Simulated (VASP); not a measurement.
Method: HSE06 screened hybrid, VASP's PBE PAW potentials (set 64) (plane waves; VASP 6.6.1).

Input for VASP

### POSCAR
```
MoC31Si31
8.7583310
  1.0000000497   0.0000000000   0.0000000000
  0.0000000000   1.0000000497   0.0000000000
  0.0000000000   0.0000000000   1.0000000497
Si C Mo
31 31 1
Cartesian
  0.4994770585   0.0022847519   0.0007570077
  0.7495580853   0.2508461003   0.0028370711
  0.7501013357   0.0010749367   0.2506232623
  0.9996461136   0.0007102457   0.0003736670
  0.2495102895   0.2485028902   0.0010817952
  0.5001971939   0.5001233088   0.0011458946
  0.7517632447   0.7507161399   0.0010546921
  0.2486723053   0.9994005587   0.2492548917
  0.4974695152   0.2504927104   0.2592394360
  0.7498812358   0.5028097651   0.2591515887
  0.4990396881   0.9995049620   0.5005988131
  0.7562342625   0.2439545746   0.5064220073
  0.7516351353   0.9996894382   0.7517898849
  0.9979426127   0.5008711471   0.0007848735
  0.2500769659   0.7501728749   0.9979859093
  0.9994068357   0.2501559836   0.2506462355
  0.2434991024   0.4991732924   0.2475360436
  0.5010366505   0.7565772742   0.2476725330
  0.0002286220   0.0000377742   0.5016585952
  0.2511112201   0.2482384726   0.4992390062
  0.7520095361   0.7490113131   0.4990163796
  0.2502495493   0.0006853142   0.7506736930
  0.4999571978   0.2505348365   0.7511659528
  0.7497045257   0.5001746384   0.7508785772
  0.0009886315   0.7517431309   0.2493070980
  0.0009465909   0.5012610658   0.5005584636
  0.2486073428   0.7515758187   0.5035961770
  0.0005287896   0.2486542662   0.7517676401
  0.2541476696   0.4994977177   0.7481696983
  0.5007436358   0.7460045984   0.7479875943
  0.9995433441   0.7498674129   0.7506945780
  0.6241361818   0.1278944014   0.1295361488
  0.8724955604   0.3761120422   0.1296107922
  0.8748901102   0.1253880770   0.3746934460
  0.1237314140   0.1250213183   0.1256589892
  0.3738763154   0.3767908385   0.1278527784
  0.6234785656   0.6264127755   0.1278964687
  0.8752829651   0.8766695266   0.1256742063
  0.3719141839   0.1206363360   0.3747301729
  0.8797669596   0.6283110673   0.3746264366
  0.6241295539   0.1249517470   0.6265898663
  0.8753779340   0.3760821902   0.6263273446
  0.8745303521   0.1257125871   0.8769401314
  0.1232810340   0.6263966486   0.1228242983
  0.3739997709   0.8769016007   0.1228730057
  0.1242430033   0.3743866728   0.3758812766
  0.3661919906   0.6338293659   0.3649479640
  0.6258137357   0.8761693062   0.3758642105
  0.1240009422   0.1246720834   0.6258093611
  0.3777447360   0.3720658415   0.6245611010
  0.6281801607   0.6224987545   0.6243282001
  0.8755202888   0.8761384757   0.6257038690
  0.3749601210   0.1253205768   0.8759639684
  0.6251567347   0.3750944468   0.8761509655
  0.8748030262   0.6251933552   0.8759016652
  0.1251369959   0.8752591466   0.3759328327
  0.1256871865   0.6244377074   0.6261949961
  0.3758215202   0.8746016943   0.6261187032
  0.1255468260   0.3758594815   0.8749556168
  0.3759983487   0.6242248766   0.8740239416
  0.6243590279   0.8745902739   0.8748028303
  0.1245224521   0.8756827240   0.8748257074
  0.5130692773   0.4869702696   0.4548040693
```

INCAR:
```
! general
SYSTEM   = MoC31Si31
PREC     = Normal
ENCUT    = 400
LREAL    = Auto
LASPH    = .TRUE.
ISYM     = 0

! electronic loop
EDIFF    = 1E-5
NELM     = 50
NELMIN   = 4
ALGO     = Normal
LMAXMIX  = 4

! smearing
ISMEAR   = 0
SIGMA    = 0.05

! functional
GGA      = PE
LHFCALC  = .TRUE.
AEXX     = 0.25
HFSCREEN = 0.2
PRECFOCK = Fast

! ions
ISIF     = 0

! output
LWAVE    = .FALSE.
LCHARG   = .FALSE.
```

KPOINTS:
```
Automatic mesh
0
Gamma
1 1 1
0 0 0
```

POTCAR, in this order: Si C Mo (PBE.64 set). Program: vasp_gam. Read from the step before: WAVECAR.

The resulting files:

File OSZICAR:
```
       N       E                     dE             d eps       ncg     rms          rms(c)
DAV:   1    -0.545975997376E+03   -0.54598E+03   -0.98069E+00   320   0.793E+00    0.146E+01
DAV:   2    -0.546063960055E+03   -0.87963E-01   -0.32321E-01   344   0.138E+00    0.105E+01
DAV:   3    -0.546045266841E+03    0.18693E-01   -0.28407E-02   376   0.556E-01    0.629E+00
DAV:   4    -0.546039512784E+03    0.57541E-02   -0.13460E-02   360   0.270E-01    0.361E+00
DAV:   5    -0.546036655739E+03    0.28570E-02   -0.33194E-03   368   0.160E-01    0.209E+00
DAV:   6    -0.546035811857E+03    0.84388E-03   -0.12156E-03   360   0.893E-02    0.119E+00
DAV:   7    -0.546035604639E+03    0.20722E-03   -0.36420E-04   360   0.450E-02    0.678E-01
DAV:   8    -0.546035511595E+03    0.93044E-04   -0.12222E-04   360   0.340E-02    0.388E-01
DAV:   9    -0.546035496280E+03    0.15314E-04   -0.46870E-05   296   0.159E-02    0.219E-01
DAV:  10    -0.546035496050E+03    0.23087E-06   -0.27828E-05   224   0.829E-03
   1 F= -.54603550E+03 E0= -.54603550E+03  d E =-.427072E-12
```

**OUTCAR**
```
------------------------ aborting loop because EDIFF is reached ----------------------------------------
  volume of cell :      671.84
      direct lattice vectors                 reciprocal lattice vectors
     8.758331436  0.000000000  0.000000000     0.114176999  0.000000000  0.000000000
     0.000000000  8.758331436  0.000000000     0.000000000  0.114176999  0.000000000
     0.000000000  0.000000000  8.758331436     0.000000000  0.000000000  0.114176999
  FREE ENERGIE OF THE ION-ELECTRON SYSTEM (eV)
  ---------------------------------------------------
  free  energy   TOTEN  =      -546.0354960495 eV

  energy  without entropy=     -546.0354960495  energy(sigma->0) =     -546.03549605

  exchange ACFDT corr.  =         0.00000000  see jH, gK, PRB 81, 115126
```
(Selected blocks of OUTCAR.)

The supercell is sampled at Γ alone, which is coarse: total energies, pressure and levels can be off, energies of defects by several tenths of an eV.

The cell is a supercell with a defect, built from SiC (zinc blende): Mo_Si-vac_C. The cell's shape comes from a PBE relaxation. The run is not spin-polarised, so no state with unpaired spins was tried.
